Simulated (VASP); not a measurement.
# ZnSe (Stilleite) with and without spin-orbit coupling, part 2 of 2

Aim: run bands, DOS and a relaxation of ZnSe (Stilleite) twice, without and with spin-orbit coupling. All runs use r2SCAN. The start is a cell from a database of measured crystal structures.

VASP 6.6.1, plane waves and PAW; the level of theory is named at each step.

So far, gap on the k-mesh (eV): step 2 (reference run) 1.86; step 5 (total and projected DOS (r2SCAN)) 1.86.

## 6. Total and projected DOS (r2SCAN + SOC) (continued)

The density of states has structure finer than the step of the table below, so its rows give means over 1 eV, whole bins alone (the curve runs from -12.0 to 6.16 eV). Peaks (eV: height): total -6.8: 20.7, -6.5: 16.1, -6.4: 18.3, -4.8: 3.55; Se p -6.8: 0.646, -4.8: 0.935, -2.7: 0.675, -1.9: 0.891; Zn s -4.8: 0.790, 4.1: 0.381; Zn d -6.8: 18.7, -6.5: 14.6, -6.4: 17.3; Zn p -4.8: 0.0588, -2.7: 0.159, -2.0: 0.189, 4.1: 0.107.

States under -12.0 eV and over 6.2 eV are left out. The density of states by energy, zero at the valence-band top; means over each step; values in states/eV/cell:

| energy (eV) | total | Se p | Zn s | Zn d | Zn p |
| --- | --- | --- | --- | --- | --- |
| -8 | 0 | 0 | 0 | 0 | 0 |
| -7 | 5.45 | 0.167 | 0.0251 | 4.94 | 0.00930 |
| -6 | 4.60 | 0.0474 | 0.0197 | 4.33 | 0.00435 |
| -5 | 1.17 | 0.310 | 0.247 | 0.116 | 0.0236 |
| -4 | 0.547 | 0.143 | 0.0922 | 0.0773 | 0.0143 |
| -3 | 1.02 | 0.366 | 0.0396 | 0.0866 | 0.0821 |
| -2 | 1.89 | 0.795 | 0.0307 | 0.138 | 0.167 |
| -1 | 1.29 | 0.613 | 0.00746 | 0.111 | 0.0992 |
| 0 | 0.105 | 0.0543 | 7.5e-5 | 0.0110 | 0.00577 |
| 1 | 0 | 0 | 0 | 0 | 0 |
| 2 | 0.00586 | 6.6e-4 | 0.00152 | 0 | 1.3e-4 |
| 3 | 0.173 | 0.0190 | 0.0413 | 0.00209 | 0.00816 |
| 4 | 1.37 | 0.159 | 0.277 | 0.0363 | 0.0809 |
| 5 | 1.10 | 0.146 | 0.166 | 0.0381 | 0.0771 |

The gap on this mesh is 1.74 eV. In the top eV of the valence band the largest shares in the PAW spheres are Se p 50 %, Zn d 9 % and Zn p 7 %. The rest lies in smaller channels or between the spheres.

## 7. Relaxing cell and atoms (r2SCAN)

This step: r2SCAN; plane waves and PAW (Zn, Se) (VASP 6.6.1).

Last, the cell itself: ISIF = 3 frees volume, shape and positions, first without the coupling.

Input file INCAR:

```
SYSTEM = ZnSe
PREC = Accurate
ENCUT = 400
EDIFF = 1E-06
NELM = 100
ISMEAR = -1
SIGMA = 0.05
LREAL = .FALSE.
ALGO = Normal
METAGGA = R2SCAN
LASPH = .TRUE.
NBANDS = 15
LORBIT = 11
LWAVE = .FALSE.
LCHARG = .FALSE.
KPAR = 2
IBRION = 2
NSW = 60
ISIF = 3
EDIFFG = -0.01
```

Input file POSCAR:

```
ZnSe
1.0
    0.0000000000      2.8338000000      2.8338000000
    2.8338000000      0.0000000000      2.8338000000
    2.8338000000      2.8338000000      0.0000000000
Zn Se
1 1
Direct
    0.0000000000      0.0000000000      0.0000000000
    0.2500000000      0.2500000000      0.2500000000
```

Input file KPOINTS:

```
Automatic mesh
0
Gamma
6 6 6
0 0 0
```

Potentials, in the order of the species: Zn and Se (PBE family, release 64).

On the command line:

```
$ mpirun -np 2 vasp_std
```

Wall time 42 s (2 MPI ranks of Intel Xeon 6975P-C (Granite Rapids), shared host); peak memory 0.31 GiB.

The run keeps the 24 symmetry operations of its start, so it cannot find a distortion of lower symmetry.

Relaxation path:

| step | energy less that of the first step (eV) | largest force (eV/Å) | pressure (GPa) | volume (Å³) |
| --- | --- | --- | --- | --- |
| 1 | 0.0000 | 0.0000 | -0.29 | 45.51 |
| 2 | -0.0003 | 0.0000 | 0.09 | 45.24 |
| 3 | -0.0003 | 0.0000 | 0.05 | 45.28 |

| conventional cell, symmetrised | before | after | change |
| --- | --- | --- | --- |
| a (Å) | 5.668 | 5.658 | -0.2 % |
| b (Å) | 5.668 | 5.658 | -0.2 % |
| c (Å) | 5.668 | 5.658 | -0.2 % |
| volume (Å³/atom) | 22.76 | 22.64 | -0.5 % |

Final coordinates:

```xyz
2
Lattice="0.0000 2.8289 2.8289 2.8289 0.0000 2.8289 2.8289 2.8289 0.0000" Properties=species:S:1:pos:R:3 pbc="T T T"
Zn    0.0000    0.0000    0.0000
Se    1.4144    1.4144    1.4144
```

Numbers from this step:

| Property | Result |
| --- | --- |
| bands | 15 |
| irreducible k-points | 16 |
| free energy (TOTEN) | -24.90 eV |
| Fermi energy | 2.296 eV |
| pressure | 0.05019 GPa |
| SCF cycles over all ionic steps | 29 |
| gap on the k-mesh | 1.887 eV |
| least direct gap on the k-mesh | 1.887 eV |

It ends with forces that vanish by symmetry and a pressure of 0.05 GPa.

## 8. Full relaxation (r2SCAN + SOC)

This step: r2SCAN, spin-orbit coupling; plane waves and PAW (Zn, Se) (VASP 6.6.1).

The same relaxation with spinors and spin-orbit coupling.

Changes to INCAR since step 7:

```diff
@@ -11,3 +11,7 @@
 LASPH = .TRUE.
-NBANDS = 15
+LNONCOLLINEAR = .TRUE.
+MAGMOM = 0 0 0 0 0 0
+NBANDS = 30
+GGA_COMPAT = .FALSE.
+LSORBIT = .TRUE.
 LORBIT = 11
```

POSCAR is that of step 7.

KPOINTS is that of step 7.

On the command line:

```
$ mpirun -np 2 vasp_ncl
```

The job ended after 3.3 min (2 MPI ranks; peak memory 0.57 GiB; 6.5 min of CPU time).

The steps of the relaxation:

| step | energy less that of the first step (eV) | largest force (eV/Å) | pressure (GPa) | volume (Å³) |
| --- | --- | --- | --- | --- |
| 1 | 0.0000 | 0.0000 | -0.29 | 45.51 |
| 2 | -0.0003 | 0.0000 | 0.07 | 45.24 |
| 3 | -0.0003 | 0.0000 | 0.05 | 45.27 |

| conventional cell, symmetrised | before | after | change |
| --- | --- | --- | --- |
| a (Å) | 5.668 | 5.657 | -0.2 % |
| b (Å) | 5.668 | 5.657 | -0.2 % |
| c (Å) | 5.668 | 5.657 | -0.2 % |
| volume (Å³/atom) | 22.76 | 22.63 | -0.5 % |

Final coordinates:

```xyz
2
Lattice="0.0000 2.8287 2.8287 2.8287 0.0000 2.8287 2.8287 2.8287 0.0000" Properties=species:S:1:pos:R:3 pbc="T T T"
Zn    0.0000    0.0000    0.0000
Se    1.4144    1.4144    1.4144
```

This step gave:

* bands: 30
* irreducible k-points: 22
* free energy (TOTEN): -24.92 eV
* Fermi energy: 2.376 eV
* pressure: 0.05184 GPa
* gap on the k-mesh: 1.764 eV
* least direct gap on the k-mesh: 1.764 eV

On-site spin-orbit energy by atom:

| atom | on-site spin-orbit energy (eV) |
| --- | --- |
| Zn1 | -0.0082 |
| Se2 | -0.0343 |

The cell ends at 22.63 Å³/atom, under 0.05 % from the run without the coupling. The run took 4.7 times the core time, with 30 spinor bands against 15.

The cell shrank by 0.5 % in volume.

## 9. Side by side

```
                              quantity  without  with spin-orbit coupling
                              gap (eV)    1.864                     1.741
splitting of the valence top at Γ (eV)        0                     0.371
                   core minutes, bands      2.1                        12
                     core minutes, DOS      0.9                       5.1
              relaxed volume (Å³/atom)    22.64                     22.63
              core minutes, relaxation      1.4                       6.6
```

## 10. Outcome

| Quantity | Value |
| --- | --- |
| gap (eV), without → with | 1.864 → 1.741 |
| splitting of the valence top at Γ (eV), without → with | 0 → 0.371 |
| relaxed volume (Å³/atom), without → with | 22.64 → 22.63 |

**Reading.** Spin-orbit coupling moves the gap of ZnSe (Stilleite) from 1.86 to 1.74 eV. The valence top at Γ, threefold or sixfold with spin, splits into a fourfold and a twofold level, 0.37 eV apart. The relaxed volume moves by under 0.05 %. The spinor runs cost 4.7 to 6.0 times as much, on a shared host. Semilocal functionals usually underestimate gaps.

[Lines on the potential files, build, host, timing and source positions are cut from VASP's logs without a mark.]

[Logs are printed without paths, hosts, clocks, repeated set-up lines and the standing remarks that a program may print on its own settings, such as how far it seeks lower states.]

[Hosts, paths, dates, database ids (printed as entryN), source tags and the programs' standing remarks are cut or masked in the printed files.]

[A measured line is paired with the nearest computed mode of its activity, which favours agreement.]
